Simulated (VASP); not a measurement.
Method: PBE GGA, VASP's PBE PAW potentials (set 64) (plane waves; VASP 6.6.1).

VASP ran on this input.

File POSCAR:
```
Cu32
1
    7.2630069094     0.0000000000     0.0000000000
    0.0000000000     7.2630069094     0.0000000000
    0.0000000000     0.0000000000     7.2630069094
Cu
32
Direct
  0.5000000000   0.0000000000   0.0000000000
  0.7500000000   0.2500000000   0.0000000000
  0.7500000000   0.0000000000   0.2500000000
  0.0000000000   0.0000000000   0.0000000000
  0.2500000000   0.2500000000   0.0000000000
  0.5000000000   0.5000000000   0.0000000000
  0.7500000000   0.7500000000   0.0000000000
  0.2500000000   0.0000000000   0.2500000000
  0.5000000000   0.2500000000   0.2500000000
  0.7500000000   0.5000000000   0.2500000000
  0.5000000000   0.0000000000   0.5000000000
  0.7500000000   0.2500000000   0.5000000000
  0.7500000000   0.0000000000   0.7500000000
  0.0000000000   0.5000000000   0.0000000000
  0.2500000000   0.7500000000   0.0000000000
  0.0000000000   0.2500000000   0.2500000000
  0.2500000000   0.5000000000   0.2500000000
  0.5000000000   0.7500000000   0.2500000000
  0.0000000000   0.0000000000   0.5000000000
  0.2500000000   0.2500000000   0.5000000000
  0.5000000000   0.5000000000   0.5000000000
  0.7500000000   0.7500000000   0.5000000000
  0.2500000000   0.0000000000   0.7500000000
  0.5000000000   0.2500000000   0.7500000000
  0.7500000000   0.5000000000   0.7500000000
  0.0000000000   0.7500000000   0.2500000000
  0.0000000000   0.5000000000   0.5000000000
  0.2500000000   0.7500000000   0.5000000000
  0.0000000000   0.2500000000   0.7500000000
  0.2500000000   0.5000000000   0.7500000000
  0.5000000000   0.7500000000   0.7500000000
  0.0000000000   0.7500000000   0.7500000000
```

**INCAR**
```
NELMIN = 4
LREAL = Auto
LCHARG = .FALSE.
ALGO = Fast   ! Davidson, then RMM-DIIS
ISMEAR = 1   ! Methfessel-Paxton
EDIFF = 1E-6
LWAVE = .FALSE.
SIGMA = 0.1   ! width (eV)
LASPH = .TRUE.   ! aspherical one-centre terms
GGA = PE
NELM = 100   ! most electronic steps
LORBIT = 11
LVHAR = .TRUE.
ENCUT = 400
PREC = Normal
LMAXMIX = 4   ! l cut-off of mixed one-centre charges
SYSTEM = Cu32
```

### KPOINTS
```
K-points
0
G
 3 3 3
0 0 0
```

POTCAR, in this order: Cu (PBE.64 set). Program: vasp_std. Read from the step before: WAVECAR.

Problem. Predict the energy per atom (σ→0).

Solution. 
- energy per atom (σ→0) = -3.724 eV/atom

**OSZICAR**
```
       N       E                     dE             d eps       ncg     rms          rms(c)
DAV:   1    -0.119175086188E+03   -0.11918E+03   -0.34417E-05  2361   0.267E-02    0.119E-02
RMM:   2    -0.119175084700E+03    0.14879E-05   -0.25983E-05  1742   0.284E-02    0.694E-03
RMM:   3    -0.119175083693E+03    0.10072E-05   -0.35364E-06  1334   0.120E-02    0.476E-04
RMM:   4    -0.119175083705E+03   -0.12318E-07   -0.35904E-07  1009   0.130E-03
   1 F= -.11917508E+03 E0= -.11916988E+03  d E =-.156133E-01
```

The cell is a supercell, built from Cu (fcc).
